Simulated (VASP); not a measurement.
Ge23Mo (a cell with a defect), 24 atoms in the cell. The cell holds a defect, 24 atoms: a = 12.001 Å, b = 8.001 Å, c = 8.001 Å, α = 60.00°, β = 60.00°, γ = 60.00°. 

| Item | Value |
| --- | --- |
| Program | VASP 6.6.1 |
| Task | single point |
| Functional | PBEsol |
| Potentials or basis | VASP PAW PBE potentials, release 64 (Mo_sv, Ge_d) |
| Cutoff | 350 eV |
| k mesh | 2 × 2 × 2 |
| Occupations | gaussian, width 0.03 eV |
| Spin | collinear spin, ferromagnetic start |
| Starting moments | [2.0, 0.0, 0.0, 0.0, 0.0, 0.0, 0.0, 0.0, 0.0, 0.0, 0.0, 0.0, 0.0, 0.0, 0.0, 0.0, 0.0, 0.0, 0.0, 0.0, 0.0, 0.0, 0.0, 0.0] μB |
| Hubbard terms | Mo d U = 2 eV |
| Dq | 0 |
| Further INCAR settings | LREAL = Auto; ALGO = Normal; EDIFF = 1e-05; ISYM = 0 |

Potentials or basis: VASP PAW PBE potentials, release 64 (Mo_sv, Ge_d).

Run with:

```console
$ cat potpaw_PBE.64/Mo_sv/POTCAR potpaw_PBE.64/Ge_d/POTCAR > POTCAR
$ mpirun -np 4 vasp_std > vasp.out
```

Hardware: 4 MPI ranks on Intel(R) Xeon(R) Platinum 8259CL CPU @ 2.50GHz (Skylake/Cascade Lake), on a shared host.

Question: How long does it take, and how much memory?

Answer: It took 12 min on 4 MPI ranks on Intel(R) Xeon(R) Platinum 8259CL CPU @ 2.50GHz (Skylake/Cascade Lake) (shared host), peak memory 0.61 GiB a rank. Counts: scf iterations 16, k points 8.
